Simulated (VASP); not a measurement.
Given:

```
CELL_PARAMETERS angstrom
      9.64982     0.00000     0.00000
      0.00000     9.64982     0.00000
      0.00000     0.00000     9.71431
ATOMIC_POSITIONS crystal
  Sn 0.00000 0.00000 0.00000
  Sn 0.25000 0.25000 0.16667
  Sn 0.00000 0.00000 0.33333
  Sn 0.25000 0.25000 0.50000
  Sn 0.00000 0.00000 0.66667
  Sn 0.25000 0.25000 0.83333
  Sn 0.00000 0.50000 0.00000
  Sn 0.25000 0.75000 0.16667
  Sn 0.00000 0.50000 0.33333
  Sn 0.24596 0.74613 0.49833
  Sn 0.00000 0.50000 0.66667
  Sn 0.25000 0.75000 0.83333
  Sn 0.50000 0.00000 0.00000
  Sn 0.75000 0.25000 0.16667
  Sn 0.50000 0.00000 0.33333
  Sn 0.75000 0.25000 0.50000
  Sn 0.50000 0.00000 0.66667
  Sn 0.75000 0.25000 0.83333
  Sn 0.50000 0.50000 0.00000
  Sn 0.75000 0.75000 0.16667
  Sn 0.50494 0.49975 0.33497
  Sn 0.75000 0.75000 0.50000
  Sn 0.50299 0.50201 0.66273
  Sn 0.75000 0.75000 0.83333
  O  0.15350 0.15350 0.00000
  O  0.40350 0.09650 0.16667
  O  0.09650 0.40350 0.16667
  O  0.34650 0.34650 0.00000
  O  0.15350 0.15350 0.33333
  O  0.40350 0.09650 0.50000
  O  0.09650 0.40350 0.50000
  O  0.34796 0.34158 0.33109
  O  0.15350 0.15350 0.66667
  O  0.40350 0.09650 0.83333
  O  0.09650 0.40350 0.83333
  O  0.34135 0.34968 0.66671
  O  0.15350 0.65350 0.00000
  O  0.40595 0.60134 0.16699
  O  0.09650 0.90350 0.16667
  O  0.34650 0.84650 0.00000
  O  0.14958 0.65564 0.33423
  O  0.09650 0.90350 0.50000
  O  0.34325 0.84889 0.33819
  O  0.15508 0.65346 0.66246
  O  0.39838 0.59682 0.83338
  O  0.09650 0.90350 0.83333
  O  0.34653 0.84397 0.66577
  O  0.65350 0.15350 0.00000
  O  0.90350 0.09650 0.16667
  O  0.59650 0.40350 0.16667
  O  0.84650 0.34650 0.00000
  O  0.65350 0.15350 0.33333
  O  0.90350 0.09650 0.50000
  O  0.60146 0.40265 0.50412
  O  0.84650 0.34650 0.33333
  O  0.65350 0.15350 0.66667
  O  0.90350 0.09650 0.83333
  O  0.59650 0.40350 0.83333
  O  0.84650 0.34650 0.66667
  O  0.65350 0.65350 0.00000
  O  0.90350 0.59650 0.16667
  O  0.59650 0.90350 0.16667
  O  0.84650 0.84650 0.00000
  O  0.65320 0.65415 0.32895
  O  0.90350 0.59650 0.50000
  O  0.59650 0.90350 0.50000
  O  0.84650 0.84650 0.33333
  O  0.65043 0.65254 0.66938
  O  0.90350 0.59650 0.83333
  O  0.59650 0.90350 0.83333
  O  0.84650 0.84650 0.66667
  F  0.40129 0.59687 0.50323
```
Cell charge +1.

Computed with PBE GGA, VASP's PBE PAW potentials (set 64) (plane waves; VASP). Run with PREC = Normal, LREAL = Auto, ISYM = 0, NELECT = 384.0, EDIFF = 1E-5, 400 eV cut-off, 1×1×1 Γ-centred mesh, Gaussian smearing of 0.050 eV, potentials Sn O F.

At this cut-off the stress carries a Pulay error, which pulls relaxed volumes low. The cell is charged, with a uniform compensating background. The supercell is sampled at Γ alone, which is coarse: total energies, pressure and levels can be off, energies of defects by several tenths of an eV.

Problem. The ions are relaxed. Give the cell that the relaxation ends in.

Solution. 
```
CELL_PARAMETERS angstrom
      9.64982     0.00000     0.00000
      0.00000     9.64982     0.00000
      0.00000     0.00000     9.71431
ATOMIC_POSITIONS crystal
  Sn 0.00249 0.99753 0.99995
  Sn 0.24969 0.25031 0.16650
  Sn 0.99716 0.00284 0.33203
  Sn 0.24970 0.24994 0.50001
  Sn 0.99704 0.00300 0.66793
  Sn 0.24979 0.25032 0.83350
  Sn 0.99986 0.50020 0.99998
  Sn 0.25041 0.74949 0.16731
  Sn 0.99959 0.49976 0.33348
  Sn 0.23862 0.76128 0.49999
  Sn 0.99974 0.49957 0.66648
  Sn 0.25027 0.74955 0.83270
  Sn 0.49963 0.99998 0.00000
  Sn 0.75201 0.24789 0.16553
  Sn 0.50009 0.00027 0.33351
  Sn 0.74989 0.24995 0.50004
  Sn 0.50024 0.00012 0.66650
  Sn 0.75193 0.24792 0.83448
  Sn 0.49881 0.50123 0.00011
  Sn 0.74964 0.75029 0.16654
  Sn 0.50793 0.49207 0.32564
  Sn 0.75009 0.75034 0.50004
  Sn 0.50766 0.49237 0.67452
  Sn 0.74973 0.75028 0.83349
  O  0.15333 0.15305 0.99996
  O  0.40244 0.09646 0.16715
  O  0.09730 0.40425 0.16723
  O  0.34671 0.34727 0.00005
  O  0.15338 0.15427 0.33326
  O  0.40267 0.09674 0.50008
  O  0.09647 0.40304 0.49988
  O  0.34765 0.34974 0.33452
  O  0.15338 0.15429 0.66678
  O  0.40264 0.09659 0.83278
  O  0.09713 0.40403 0.83284
  O  0.34732 0.35018 0.66546
  O  0.15465 0.65249 0.99998
  O  0.40442 0.59550 0.16904
  O  0.09733 0.90278 0.16857
  O  0.34730 0.84519 0.00001
  O  0.15548 0.65245 0.33606
  O  0.09095 0.90893 0.50006
  O  0.34743 0.84444 0.33610
  O  0.15552 0.65236 0.66392
  O  0.40432 0.59559 0.83121
  O  0.09720 0.90274 0.83128
  O  0.34768 0.84413 0.66397
  O  0.65435 0.15120 0.00003
  O  0.90387 0.09602 0.16528
  O  0.59954 0.40066 0.16134
  O  0.84876 0.34546 0.00000
  O  0.65159 0.15582 0.33333
  O  0.90171 0.09819 0.49990
  O  0.59352 0.40658 0.50019
  O  0.84420 0.34812 0.33336
  O  0.65170 0.15572 0.66668
  O  0.90378 0.09608 0.83472
  O  0.59927 0.40061 0.83863
  O  0.84429 0.34799 0.66669
  O  0.65266 0.65332 0.00001
  O  0.90315 0.59721 0.16714
  O  0.59569 0.90269 0.16726
  O  0.84700 0.84672 0.00003
  O  0.65002 0.65251 0.33458
  O  0.90299 0.59710 0.50007
  O  0.59695 0.90356 0.49990
  O  0.84576 0.84652 0.33324
  O  0.64957 0.65292 0.66548
  O  0.90328 0.59723 0.83275
  O  0.59582 0.90275 0.83287
  O  0.84568 0.84659 0.66679
  F  0.40147 0.59792 0.49982
```
Cell charge +1.

Problem. How much energy does the relaxation gain?

Solution. The energy (σ→0) changes by -17.3 meV/atom, in 18 ionic steps.

```tsv
step	E(σ→0) (eV)	max force (eV/Å)	pressure (GPa)	volume (Å³)
1	-451.7323	5.021	-6.71	904.59
2	-451.7384	5.686	-6.24	904.59
3	-452.7181	1.210	-6.79	904.59
4	-452.9047	0.401	-6.88	904.59
5	-452.9048	0.388	-6.88	904.59
6	-452.9407	0.298	-6.87	904.59
7	-452.9419	0.244	-6.87	904.59
8	-452.9609	0.149	-6.88	904.59
9	-452.9619	0.128	-6.87	904.59
10	-452.9700	0.102	-6.88	904.59
11	-452.9703	0.111	-6.88	904.59
12	-452.9751	0.072	-6.89	904.59
13	-452.9752	0.080	-6.89	904.59
14	-452.9773	0.048	-6.90	904.59
15	-452.9774	0.053	-6.90	904.59
16	-452.9783	0.038	-6.89	904.59
17	-452.9783	0.047	-6.89	904.59
18	-452.9788	0.028	-6.88	904.59
```

The cell is a supercell with a defect, built from SnO2 (rutile): F_O, charge +1. The run is not spin-polarised, so no state with unpaired spins was tried.
